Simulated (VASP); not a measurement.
An input for Quantum ESPRESSO's pw.x (written as the equivalent of a VASP run, and not itself run):

```
&CONTROL
  calculation = 'scf'
  pseudo_dir = './pseudo'
  outdir = './out'
  tprnfor = .true.
  tstress = .true.
/
&SYSTEM
  ibrav = 0
  nat = 2
  ntyp = 2
  ecutwfc = 68
  occupations = 'tetrahedra'
  input_dft = 'pbe'
/
&ELECTRONS
  conv_thr = 7.3e-09
  electron_maxstep = 100
/
ATOMIC_SPECIES
  Ca 40.078 Ca.upf
  S 32.060 S.upf
CELL_PARAMETERS angstrom
     3.4913264    0.0000000    0.0000000
     0.0000000    3.4913264    0.0000000
     0.0000000    0.0000000    3.4913264
ATOMIC_POSITIONS crystal
  Ca   0.0000000  0.0000000  0.0000000
  S    0.5000000  0.5000000  0.5000000
K_POINTS automatic
  9 9 9 0 0 0
```

Translate this input to VASP (INCAR, KPOINTS, POSCAR, choice of POTCAR).

This is not unique; one that fits is 
File KPOINTS:
```
Automatic
0
G
9 9 9
0 0 0
```

POSCAR:
```
CaS
1
    3.4913264052     0.0000000000     0.0000000000
    0.0000000000     3.4913264052     0.0000000000
    0.0000000000     0.0000000000     3.4913264052
Ca S
1 1
Direct
  0.0000000000   0.0000000000   0.0000000000
  0.5000000000   0.5000000000   0.5000000000
```

INCAR:
```
SYSTEM=CaS
PREC=Accurate; ENCUT=400; LREAL=.False.
LASPH=.True.
EDIFF=1E-7; NELM=100; ALGO=Normal
ISMEAR=-5
GGA=PE
ISIF=2
LWAVE=.False.; LCHARG=.True.; LORBIT=11
NEDOS=601
```

POTCAR, in this order: Ca_sv S (PBE.64 set). Program: vasp_std.

What does not carry over: the potentials are each code's own (VASP's PAW set, PseudoDojo norm-conserving files in pw.x), so ENCUT and ecutwfc are chosen apart and not converted; conv_thr bounds pw.x's estimated SCF error, while EDIFF bounds the energy change between steps.

The structure was generated: CaS was put into the CsCl type type (Pm-3m), which need not be its known phase. It was relaxed first, which changed the volume by -13 %.
